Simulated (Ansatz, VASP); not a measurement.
# AlCo in two plane-wave programs, part 3 of 3

One calculation is typed for both programs; each brings its own data sets and cutoff. How far apart do they land? The cell is taken from a series of VASP runs on this material, whose earlier steps may have relaxed, scaled or displaced it; both programs get it as it stands.

VASP 6.6.1 and Ansatz 0.2.0.

So far. Step 4 (Differences): The walks stopped with 0.00 GPa left in Ansatz and 0.05 GPa in VASP; each walk ends within a tolerance, so the volume difference is uncertain by about these residues over the bulk modulus, most in soft cells.

### Step 5. Ansatz: relaxation of cell and atoms, r2SCAN with rVV10

Level of this step: Ansatz beside VASP: Kohn-Sham DFT, plane waves, r2SCAN with rVV10 (Ansatz).

The relaxed volume is the usual yardstick between codes: its relative difference is about their pressure difference at one cell divided by the bulk modulus. The cell compared in this pair holds 22.33 Å³, against 21.82 Å³ for the pair before.

The cell is taken from a series of VASP runs on this material, whose earlier steps may have relaxed, scaled or displaced it; both programs get it as it stands.

input.yaml reads:

```yaml
crystal:
  lattice:
    - [2.8159584267, 0.0, 0.0]
    - [0.0, 2.8159584267, 0.0]
    - [0.0, 0.0, 2.8159584267]
  atoms:
    - { symbol: Co, position: [0.5, 0.5, 0.5], spin: 2.0 }
    - { symbol: Al, position: [0.0, 0.0, 0.0] }
hamiltonian:
  xc: r2scan
  pseudopotentials: { kind: paw }
  dispersion: rvv10
magnetization:
  spin_polarized: true
kpoints:
  mp_grid: { grid: [16, 16, 16] }
scf:
  occupations: { method: methfessel_paxton, width: 0.15 }
relax:
  f_tol: 0.01
  max_steps: 60
  cell: { stress_tol: 0.05 }
output:
  forces: true
  stress: true
```

Started as:

```sh
> ansatz run input.yaml --threads 4 --pin off --max-ram 9216MiB --backend cpu --events-out ev --progress --plain --runs-dir out
```

Numbers of over 12 decimals in the logs are rounded to 6 here.

Output:

```text
[...]
Crystal: 2 atoms, lattice volume = 22.329 Å³
Basis set: ecut = 500 eV, 587 PW (Γ), exchange–correlation on 96×96×96 points (64 copies of the dense FFT grid, shifted against one another)
Bands: 15, of which v1, the nominal top of the filled ones, is band 10 counted from 1 (9 counted from 0)
Symmetry: 48 space group operations
[...]
-0.000000      -0.000362       0.000000
       -0.000000       0.000000      -0.000362
  P = ⅓ Tr σ = -0.0004 GPa (-0.004 kbar)
--- Relaxed structure (3 steps of the walk, 3 accepted, 1 SCFs on fresh bases) ---
[...]
cell:  # Å, volume = 22.3582 Å³
    - [2.817164, 0, 0]
    - [0, 2.817164, 0]
    - [0, 0, 2.817164]
  atoms:
    - { symbol: Co, position: [0.5, 0.5, 0.5] }
    - { symbol: Al, position: [0, 0, 0] }
[key lines of the parts left out:]
SCF converged after 10 iterations
Magnetization: -0.0000 μB (10.0000 up, 10.0000 down)
Free energy (F): -5671.681410 eV
Fermi energy:    15.035913 eV
```

Elapsed: 80 s, on 4 threads of Arm Neoverse V1, shared host; peak memory 0.51 GiB; 5.2 min of CPU time.

### Step 6. VASP: relaxation of cell and atoms, r2SCAN with rVV10

The same cell, functional, mesh and smearing now go to VASP, with its own data sets and cutoff.

INCAR reads:

```
SYSTEM = AlCo
PREC = Accurate
ENCUT = 450
EDIFF = 1E-06
NELM = 100
ISMEAR = 1
SIGMA = 0.15
LREAL = .FALSE.
ALGO = Normal
METAGGA = R2SCAN
LUSE_VDW = .TRUE.
IVDW_NL = 2
BPARAM = 11.95
CPARAM = 0.0093
LASPH = .TRUE.
NBANDS = 13
ISPIN = 2
MAGMOM = 2 0
LMAXMIX = 4
LORBIT = 11
LWAVE = .FALSE.
LCHARG = .FALSE.
KPAR = 4
IBRION = 2
NSW = 50
ISIF = 3
EDIFFG = -0.006
```

POSCAR reads:

```
AlCo
1.0
    2.8159584267      0.0000000000      0.0000000000
    0.0000000000      2.8159584267      0.0000000000
    0.0000000000      0.0000000000      2.8159584267
Co Al
1 1
Direct
    0.5000000000      0.5000000000      0.5000000000
    0.0000000000      0.0000000000      0.0000000000
```

KPOINTS reads:

```
Automatic mesh
0
Gamma
16 16 16
0 0 0
```

Potentials, in the order of the species: Co and Al (PBE family, release 64).

Started as:

```sh
> mpirun -np 4 vasp_std
```

Output:

```text
[banner, memory and clock lines left out]
running    4 mpi-ranks, on    1 nodes
[...]
|                                                                             |
|               ----> ADVICE to this user running VASP <----                  |
|                                                                             |
|     You have switched on vdW-DFT.                                           |
|     This routine was written and supplied by Jiri Klimes. We recommend      |
|     that you carefully read and cite the following publications:            |
|       J. Klimes, D.R. Bowler, A. Michelides                                 |
|          J. Phys.: Cond Matt. 22 022201 (2010)                              |
|       J. Klimes, D.R. Bowler, A. Michelides                                 |
|          Phys. Rev. B. 83, 195131 (2011)                                    |
|     and references therein.                                                 |
|                                                                             |

[...]
Total rVV10 correction in eV:      0.2694460    15.7387609
Total rVV10 correction in eV:      0.2694460    15.7387609
Total rVV10 correction in eV:      0.2694460    15.7387609
Total rVV10 correction in eV:      0.2694460    15.7387609
DAV:  25    -0.208086745159E+02    0.19214E-04   -0.18043E-04 10996   0.112E-01    0.288E-02
Total rVV10 correction in eV:      0.2694462    15.7387609
Total rVV10 correction in eV:      0.2694462    15.7387609
Total rVV10 correction in eV:      0.2694462    15.7387609
Total rVV10 correction in eV:      0.2694462    15.7387609
DAV:  26    -0.208086735784E+02    0.93752E-06   -0.23863E-06  8699   0.180E-02
Total rVV10 correction in eV:      0.2694486    15.7387609
Total rVV10 correction in eV:      0.2694486    15.7387609
Total rVV10 correction in eV:      0.2694486    15.7387609
Total rVV10 correction in eV:      0.2694486    15.7387609
Total rVV10 correction in eV:      0.2694423    15.7387609
Total rVV10 correction in eV:      0.2694423    15.7387609
Total rVV10 correction in eV:      0.2694423    15.7387609
Total rVV10 correction in eV:      0.2694423    15.7387609
   1 F= -.20808674E+02 E0= -.20809115E+02  d E =-.208087E+02  mag=     0.0563
[...]
reached required accuracy - stopping structural energy minimisation
```

OUTCAR, selected parts (step 6):

```text
  Total        0.0106841      0.0106841      0.0106841      0.0000000      0.0000000      0.0000000
  in kB        0.7665983      0.7665983      0.7665983      0.0000000      0.0000000      0.0000000
  external PRESSURE =       0.7665983 kB  Pullay stress =       0.0000000 kB

 POSITION                                       TOTAL-FORCE (eV/Angst)
 -----------------------------------------------------------------------------------
      1.40798      1.40798      1.40798         0.000000      0.000000      0.000000
      0.00000      0.00000      0.00000         0.000000      0.000000      0.000000
 -----------------------------------------------------------------------------------
    total drift:                               -0.000000      0.000000     -0.000000

  FREE ENERGIE OF THE ION-ELECTRON SYSTEM (eV)
  ---------------------------------------------------
  free  energy   TOTEN  =       -20.8086735784 eV

  energy  without entropy=      -20.8099980802  energy(sigma->0) =      -20.80911508

 magnetization (x)
# of ion       s       p       d       tot
------------------------------------------
    1       -0.001  -0.005   0.066   0.060
    2       -0.000  -0.002   0.000  -0.003
--------------------------------------------------
tot         -0.002  -0.007   0.066   0.057

[... 2 parts as in an earlier step ...]

[... 2 further parts left out ...]
[key lines of the parts left out:]
E-fermi :  10.9904
```

### Step 7. Comparison

What differs besides the data sets and the points named for the pairs above, as far as they apply: VASP keeps PBE cores, Ansatz makes them for the functional; the cutoff is 500 eV in Ansatz and 450 eV in VASP; site moments are counted in spheres of each program's own size. Total energies have different zeros and are not compared.

The two programs side by side:

```
                                         quantity  Ansatz   VASP  difference
                                      volume (Å³)   22.36  22.33     +0.13 %
edge a after relaxation, in the typed setting (Å)   2.817  2.816     +0.04 %
                                total moment (μB)    0.00   0.06       -0.06
                               moment on Co1 (μB)    0.00   0.06       -0.06
```

VASP's last cycles still show a density residual of 3e-03, so its state may not be settled. The walks stopped with 0.00 GPa left in Ansatz and 0.08 GPa in VASP; each walk ends within a tolerance, so the volume difference is uncertain by about these residues over the bulk modulus, most in soft cells.

### Step 8. What came out

```yaml
difference_in_volume_relaxation_of_cell_and_atoms_pbesol_with_d3_bj: -0.010 %
difference_in_volume_relaxation_of_cell_and_atoms_r2scan_with_rvv10: 0.13 %
```

**Reading.** The difference in volume is 0.13 % (relaxation of cell and atoms, r2SCAN with rVV10), within the 1.2 % picked in this series as the mark of a large difference, as far as the stopping tolerances let one tell. How closely two codes agree says nothing of how well the functional describes the real material.

[Lines on the potential files, build, host, timing and source positions are cut from VASP's logs without a mark.]

[Logs are printed without paths, hosts, clocks, repeated set-up lines and the standing remarks that a program may print on its own settings, such as how far it seeks lower states.]

[Hosts, paths, dates, database ids (printed as entryN), source tags and the programs' standing remarks are cut or masked in the printed files.]
